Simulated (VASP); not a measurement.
# RPA total energies of GaP, part 6 of 6

Wanted: where the RPA puts the energy minimum of GaP. The scan starts from a database cell, scaled to the smallest volume of the series. The cell is of the zinc-blende type, one of the forms listed for this formula. The start is a cell from a database of measured crystal structures.

VASP 6.6.1, plane waves and PAW; the level of theory is named at each step.

So far. Step 30 (Orbitals, volume ratio 1.06): The run ends at a pressure of -2.40 GPa. Step 31 (Exact exchange, volume ratio 1.06): The Hartree-Fock energy on these orbitals is -8.0803 eV an atom.

## Step 32: Empty bands, volume ratio 1.06

This step: PBE; plane waves and PAW (Ga_d_GW, P_GW) (VASP 6.6.1).

The empty bands are made again, for the run that follows.

Input file INCAR:

```
SYSTEM = GaP
PREC = Accurate
ENCUT = 550
ISMEAR = 0
SIGMA = 0.05
LREAL = .FALSE.
GGA = PE
NBANDS = 1272
ALGO = Exact
NELM = 1
LWAVE = .TRUE.
LCHARG = .FALSE.
LOPTICS = .TRUE.
NEDOS = 1000
CSHIFT = 0.1
```

Input file POSCAR:

```
GaP
1.0
    0.0000000000      2.7786998443      2.7786998443
    2.7786998443      0.0000000000      2.7786998443
    2.7786998443      2.7786998443      0.0000000000
Ga P
1 1
Direct
    0.0000000000      0.0000000000      0.0000000000
    0.7500000000      0.7500000000      0.7500000000
```

Input file KPOINTS:

```
Automatic mesh
0
Gamma
6 6 6
0 0 0
```

The projector-augmented-wave data sets are Ga_d_GW and P_GW (PBE family, release 64).

Started as:

```bash
> mpirun -np 8 vasp_std
```

Log:

```text
[banner, memory and clock lines left out]
running    8 mpi-ranks, on    1 nodes
[...]
[... a notice as in an earlier step ...]

 LDA part: xc-table for (Slater+PW92), standard interpolation
 found WAVECAR, reading the header
  number of bands has changed, file:    15 present:  1272
  trying to continue reading WAVECAR, but it might fail
 POSCAR, INCAR and KPOINTS ok, starting setup
[...]
reading WAVECAR
 random initialization beyond band           15
 the WAVECAR file was read successfully
 initial charge from wavefunction
 entering main loop
       N       E                     dE             d eps       ncg     rms          rms(c)
DIA:   1    -0.908647355382E+01   -0.90865E+01    0.00000E+00     0   0.000E+00
   1 F= -.90864736E+01 E0= -.90864736E+01  d E =-.519810E-66
 writing wavefunctions
 optical routines
 imaginary and real dielectric function
 recalculating local potential from charge density
 direction            1
 direction            2
 direction            3
```

Elapsed: 19 s, on 8 MPI ranks of Intel Xeon 6975P-C (Granite Rapids), shared host; peak memory 2.1 GiB.

Parts of OUTCAR (step 32):

```text
  Total       -0.6414365     -0.6414365     -0.6414365      0.0000000     -0.0000000      0.0000000
  in kB      -23.9502126    -23.9502126    -23.9502126      0.0000000     -0.0000000      0.0000000
  external PRESSURE =     -23.9502126 kB  Pullay stress =       0.0000000 kB

 POSITION                                       TOTAL-FORCE (eV/Angst)
 -----------------------------------------------------------------------------------
      0.00000      0.00000      0.00000        -0.000000     -0.000000      0.000000
      4.16805      4.16805      4.16805         0.000000      0.000000     -0.000000
 -----------------------------------------------------------------------------------
    total drift:                                0.000003      0.000003      0.000003

  FREE ENERGIE OF THE ION-ELECTRON SYSTEM (eV)
  ---------------------------------------------------
  free  energy   TOTEN  =        -9.0864735538 eV

  energy  without entropy=       -9.0864735538  energy(sigma->0) =       -9.08647355

[... 1 part as in an earlier step ...]

[... 2 further parts left out ...]
[key lines of the parts left out:]
E-fermi :   4.4072
```

WAVECAR now holds 1272 bands for 18 electrons.

## Step 33: RPA correlation, volume ratio 1.06

This step: RPA correlation on PBE orbitals; plane waves and PAW (Ga_d_GW, P_GW) (VASP 6.6.1).

RPA correlation at this point.

Input file INCAR:

```
SYSTEM = GaP
PREC = Accurate
ENCUT = 550
ISMEAR = 0
SIGMA = 0.05
LREAL = .FALSE.
GGA = PE
NBANDS = 1272
ALGO = ACFDT
ENCUTGW = 200
NOMEGA = 12
PRECFOCK = Fast
LWAVE = .FALSE.
LCHARG = .FALSE.
```

POSCAR is that of step 32.

KPOINTS is that of step 32.

Started as:

```bash
> mpirun -np 8 vasp_std
```

Log:

```text
[banner, memory and clock lines left out]
running    8 mpi-ranks, on    1 nodes
[...]
[... a notice as in an earlier step ...]

 LDA part: xc-table for (Slater+PW92), standard interpolation
 found WAVECAR, reading the header
 POSCAR, INCAR and KPOINTS ok, starting setup
[...]
reading WAVECAR
 the WAVECAR file was read successfully
 initial charge from wavefunction
 available memory per node:     47.04 GB, setting MAXMEM to     48164

 The Fermi energy was updated, please check that it is located mid-gap
 values below the HOMO (VB) or above the LUMO (CB) will cause erroneous energies
 E-fermi :   4.4774

 the WAVEDER file was read successfully
 set NWRITE>2 for more details about minimax calculation
 number of imaginary grid points requested:      12
 number of distinct grids requested:  1
 quadrature errors minimized for energies in [ 0.134E+01, 0.554E+03 ]
 bosonic grid (T=0, re) determined with error: 0.1258E-06
 bosonic grid (re): 0.1258E-06
[...]
NQ=  10    0.3333    0.3333    0.0000,
|.........|.........|.........|.........
 performed     293560000 updates of chi_q(r,r)
 total number of BLAS operations     182201.27 Gflops
NQ=  11    0.5000    0.3333    0.0000,
|.........|.........|.........|.........
 performed     322916000 updates of chi_q(r,r)
 total number of BLAS operations     199576.34 Gflops
NQ=  12   -0.3333    0.3333    0.0000,
|.........|.........|.........|.........
 performed     352272000 updates of chi_q(r,r)
 total number of BLAS operations     216444.14 Gflops
NQ=  13    0.5000    0.5000    0.0000,
|.........|.........|.........|.........
 performed     381628000 updates of chi_q(r,r)
 total number of BLAS operations     235653.85 Gflops
NQ=  14    0.5000    0.3333    0.1667,
|.........|.........|.........|.........
 performed     410984000 updates of chi_q(r,r)
 total number of BLAS operations     253285.38 Gflops
NQ=  15   -0.3333    0.3333    0.1667,
|.........|.........|.........|.........
 performed     440340000 updates of chi_q(r,r)
 total number of BLAS operations     270916.90 Gflops
NQ=  16   -0.3333    0.5000    0.1667,
|.........|.........|.........|.........
 performed     469696000 updates of chi_q(r,r)
 total number of BLAS operations     287533.88 Gflops
 entering main loop
```

Wall time 21 min (8 MPI ranks); peak memory 8.1 GiB.

OUTCAR, selected parts (step 33):

```text
      cutoff energy     smooth cutoff   RPA   correlation   Hartree contr. to MP2
---------------------------------------------------------------------------------
            200.000           160.000      -17.2821246081      -27.9316316737
            190.476           152.381      -17.1229021979      -27.6767462783
            181.406           145.125      -16.9530216072      -27.4054938041
            172.768           138.214      -16.7725902622      -27.1185695139
            164.541           131.632      -16.5829262227      -26.8186146563
            156.705           125.364      -16.3841776055      -26.5065661884
            149.243           119.394      -16.1777614411      -26.1851367055
            142.136           113.709      -15.9640167768      -25.8555758254
  linear regression

[... 2 parts as in an earlier step ...]

[... 2 further parts left out ...]
[key lines of the parts left out:]
E-fermi :   4.4774
```

Extrapolated by the program to an infinite response cutoff, the correlation energy is -9.6216 eV an atom, +14 meV against the point before. With exact exchange the total is -17.7019 eV an atom.

## Step 34: Comparison: r2SCAN, volume ratio 1.06

This step: r2SCAN; plane waves and PAW (Ga_d_GW, P_GW) (VASP 6.6.1).

The comparison at this point.

Input file INCAR:

```
SYSTEM = GaP
PREC = Accurate
ENCUT = 550
EDIFF = 1E-06
NELM = 100
ISMEAR = 0
SIGMA = 0.05
LREAL = .FALSE.
ALGO = Normal
METAGGA = R2SCAN
LASPH = .TRUE.
NBANDS = 15
LWAVE = .FALSE.
LCHARG = .FALSE.
KPAR = 8
```

POSCAR is that of step 33.

KPOINTS is that of step 33.

Started as:

```bash
> mpirun -np 8 vasp_std
```

Log:

```text
[... set-up lines as in an earlier step ...]
 entering main loop
       N       E                     dE             d eps       ncg     rms          rms(c)
DAV:   1     0.124107813146E+03    0.12411E+03   -0.10806E+04   496   0.164E+03
DAV:   2    -0.120081949121E+02   -0.13612E+03   -0.13116E+03   529   0.380E+02
DAV:   3    -0.235367898086E+02   -0.11529E+02   -0.11293E+02   676   0.137E+02
DAV:   4    -0.240212758012E+02   -0.48449E+00   -0.48436E+00   683   0.309E+01
[...]
DAV:  12    -0.214271373992E+02    0.21676E-04   -0.91972E-05   690   0.263E-01    0.297E-03
DAV:  13    -0.214271387081E+02   -0.13089E-05   -0.11792E-06   450   0.254E-02    0.190E-03
DAV:  14    -0.214271396331E+02   -0.92501E-06   -0.61706E-07   331   0.212E-02
   1 F= -.21427140E+02 E0= -.21427140E+02  d E =-.287751E-12
```

Elapsed: 13 s, on 8 MPI ranks; peak memory 1.4 GiB; 1.7 min of CPU time.

OUTCAR, selected parts (step 34):

```text
  Total       -1.2068087     -1.2068087     -1.2068087      0.0000000      0.0000000     -0.0000000
  in kB      -45.0603023    -45.0603023    -45.0603023      0.0000000      0.0000000     -0.0000000
  external PRESSURE =     -45.0603023 kB  Pullay stress =       0.0000000 kB

 POSITION                                       TOTAL-FORCE (eV/Angst)
 -----------------------------------------------------------------------------------
      0.00000      0.00000      0.00000        -0.000000     -0.000000     -0.000000
      4.16805      4.16805      4.16805         0.000000      0.000000      0.000000
 -----------------------------------------------------------------------------------
    total drift:                               -0.000143     -0.000143     -0.000144

  FREE ENERGIE OF THE ION-ELECTRON SYSTEM (eV)
  ---------------------------------------------------
  free  energy   TOTEN  =       -21.4271396331 eV

  energy  without entropy=      -21.4271396331  energy(sigma->0) =      -21.42713963

[... 2 parts as in an earlier step ...]

[... 1 further part left out ...]
[key lines of the parts left out:]
E-fermi :   3.8394
```

Its energy is -10.7136 eV an atom, on a zero of its own.

## Step 35: Orbitals for comparison: HSE06, volume ratio 1.06

This step: PBE; plane waves and PAW (Ga_d_GW, P_GW) (VASP 6.6.1).

Starting orbitals, as before.

Input file INCAR:

```
SYSTEM = GaP
PREC = Accurate
ENCUT = 550
EDIFF = 1E-05
NELM = 100
ISMEAR = 0
SIGMA = 0.05
LREAL = .FALSE.
ALGO = Normal
GGA = PE
NBANDS = 15
LORBIT = 11
LWAVE = .TRUE.
LCHARG = .FALSE.
KPAR = 8
```

POSCAR is that of step 34.

KPOINTS is that of step 34.

Started as:

```bash
> mpirun -np 8 vasp_std
```

Log:

```text
[... set-up lines as in an earlier step ...]
 entering main loop
       N       E                     dE             d eps       ncg     rms          rms(c)
[... 10 cycles as in an earlier step ...]
DAV:  11    -0.908647283216E+01   -0.11282E-04   -0.17716E-05   612   0.342E-02    0.276E-03
DAV:  12    -0.908647353066E+01   -0.69850E-06   -0.16192E-06   401   0.111E-02
   1 F= -.90864735E+01 E0= -.90864735E+01  d E =-.907907E-17
 writing wavefunctions
```

The job ended after 3.6 s (8 MPI ranks; peak memory 1.4 GiB; 22 s of CPU time).

From OUTCAR (step 35):

```text
  Total       -0.6354578     -0.6354578     -0.6354578      0.0000000      0.0000000      0.0000000
  in kB      -23.7269764    -23.7269764    -23.7269764      0.0000000      0.0000000      0.0000000
  external PRESSURE =     -23.7269764 kB  Pullay stress =       0.0000000 kB

  FREE ENERGIE OF THE ION-ELECTRON SYSTEM (eV)
  ---------------------------------------------------
  free  energy   TOTEN  =        -9.0864735307 eV

  energy  without entropy=       -9.0864735307  energy(sigma->0) =       -9.08647353

[... 3 parts as in an earlier step ...]

[... 1 further part left out ...]
[key lines of the parts left out:]
E-fermi :   4.0857
```

The run ends at a pressure of -2.37 GPa.

## Step 36: Comparison: HSE06, volume ratio 1.06

This step: HSE06; plane waves and PAW (Ga_d_GW, P_GW) (VASP 6.6.1).

The comparison at this point.

Input file INCAR:

```
SYSTEM = GaP
PREC = Accurate
ENCUT = 550
EDIFF = 1E-06
NELM = 100
ISMEAR = 0
SIGMA = 0.05
LREAL = .FALSE.
ALGO = Normal
LHFCALC = .TRUE.
AEXX = 0.25
GGA = PE
HFSCREEN = 0.2
LASPH = .TRUE.
NBANDS = 15
PRECFOCK = Fast
LWAVE = .FALSE.
LCHARG = .FALSE.
KPAR = 8
```

POSCAR is that of step 35.

KPOINTS is that of step 35.

The run starts from files that an earlier step left in the folder.

Started as:

```bash
> mpirun -np 8 vasp_std
```

Log:

```text
[... set-up lines as in an earlier step ...]
 entering main loop
       N       E                     dE             d eps       ncg     rms          rms(c)
DAV:   1    -0.107669056549E+02   -0.10767E+02   -0.56926E-01   755   0.195E+01    0.607E-01
DAV:   2    -0.107571804340E+02    0.97252E-02   -0.75391E-02   761   0.653E+00    0.305E-01
DAV:   3    -0.107565145954E+02    0.66584E-03   -0.59722E-03   690   0.180E+00    0.149E-01
DAV:   4    -0.107562840705E+02    0.23052E-03   -0.39694E-04   680   0.251E-01    0.784E-02
[...]
DAV:   8    -0.107561872278E+02    0.35494E-05   -0.11684E-06   412   0.990E-03    0.994E-03
DAV:   9    -0.107561859740E+02    0.12538E-05   -0.71611E-07   290   0.693E-03    0.595E-03
DAV:  10    -0.107561855611E+02    0.41283E-06   -0.35404E-07   282   0.657E-03
   1 F= -.10756186E+02 E0= -.10756186E+02  d E =-.196347E-14
```

Run time: 2.3 min. Hardware: 8 MPI ranks; peak memory 2.2 GiB.

From OUTCAR (step 36):

```text
 POSITION                                       TOTAL-FORCE (eV/Angst)
 -----------------------------------------------------------------------------------
      0.00000      0.00000      0.00000         0.000000      0.000000      0.000000
      4.16805      4.16805      4.16805        -0.000000     -0.000000     -0.000000
 -----------------------------------------------------------------------------------
    total drift:                               -0.000031     -0.000021     -0.000020

  FREE ENERGIE OF THE ION-ELECTRON SYSTEM (eV)
  ---------------------------------------------------
  free  energy   TOTEN  =       -10.7561855611 eV

  energy  without entropy=      -10.7561855611  energy(sigma->0) =      -10.75618556

[... 2 parts as in an earlier step ...]

[... 1 further part left out ...]
[key lines of the parts left out:]
E-fermi :   3.6192
```

Its energy is -5.3781 eV an atom, on a zero of its own.

## Step 37: Summary

This step: exact exchange and RPA correlation on PBE orbitals, beside r2SCAN, beside HSE06; plane waves and PAW (VASP 6.6.1).

This step runs nothing: it gathers the runs above.

This step gave:

| Property | Result |
| --- | --- |
| equilibrium volume, EXX+RPA | 20.03 Å³/atom |
| bulk modulus | 91.98 GPa |

Energy above the lowest point against volume; values in meV/atom:

| volume (Å³/atom) | PBE | EXX | EXX+RPA | r2SCAN | HSE06 |
| --- | --- | --- | --- | --- | --- |
| 19.026 | 47.8 | 68.2 | 15.3 | 24.2 | 28.2 |
| 19.633 | 20.6 | 30.9 | 1.60 | 6.09 | 8.00 |
| 20.240 | 5.35 | 8.92 | 0 | 0 | 0 |
| 20.848 | 0 | 0 | 8.00 | 3.98 | 2.17 |
| 21.455 | 3.35 | 2.59 | 24.7 | 16.6 | 13.3 |

Cost is wall time times ranks on a shared host; the EXX and RPA rows hold the orbitals run too, the hybrid row not its starting run, and runs of a few seconds are mostly start-up. Fits of the equation of state:

| level | V0 (Å³/atom) | B0 (GPa) | fit error (meV/atom) | minimum inside the series | cost a point (core minutes) |
| --- | --- | --- | --- | --- | --- |
| PBE | 20.9 | 76.66 | 0.02913 | yes | 0.52 |
| EXX | 21 | 100.1 | 0.027 | yes | 8.74 |
| EXX+RPA | 20.03 | 91.98 | 0.07142 | yes | 192.6 |
| r2SCAN | 20.29 | 88.02 | 0.0125 | yes | 1.49 |
| HSE06 | 20.4 | 87.72 | 0.03197 | yes | 17.44 |

## Step 38: Results

```
PBE     : V0 20.90 Å³/atom, B0 76.7 GPa
EXX     : V0 21.00 Å³/atom, B0 100 GPa
EXX+RPA : V0 20.03 Å³/atom, B0 92.0 GPa
r2SCAN  : V0 20.29 Å³/atom, B0 88.0 GPa
HSE06   : V0 20.40 Å³/atom, B0 87.7 GPa
```

What this shows: Exact exchange with RPA correlation puts the minimum at 20.03 Å³ an atom, with a bulk modulus of 92.0 GPa. PBE puts the volume 4.3 % above EXX+RPA, at roughly 1/370 of its cost. r2SCAN puts the volume 1.3 % above EXX+RPA, at roughly 1/129 of its cost. HSE06 puts the volume 1.8 % above EXX+RPA, at roughly 1/11 of its cost. Correlation shrinks the exact-exchange volume by 4.6 %. Exact exchange and correlation are taken on one coarse mesh and aren't self-consistent; the correlation energy is extrapolated in the response cutoff by the program, which at the first volume adds -998 meV an atom to the value at the highest cutoff and varies with the volume; a small fit error says nothing about that part. NBANDS follows the largest plane-wave count of any k point, which rises in steps with the volume. The cheaper functionals share the mesh, and the fits are third-order Birch-Murnaghan curves. Not tabulated here, as repeats of values shown or as unfit to read for their mesh, reference level or band range: eps2 curves (empty bands); eps1 curves and static values (empty bands); gaps (empty bands).

[Lines on the potential files, build, host, timing and source positions are cut from VASP's logs without a mark.]

[Logs are printed without paths, hosts, clocks, repeated set-up lines and the standing remarks that a program may print on its own settings, such as how far it seeks lower states.]

[Hosts, paths, dates, database ids (printed as entryN), source tags and the programs' standing remarks are cut or masked in the printed files.]

[Pressures printed for these runs are not shown converged in the cutoff: they can be off by several GPa and have the wrong sign.]
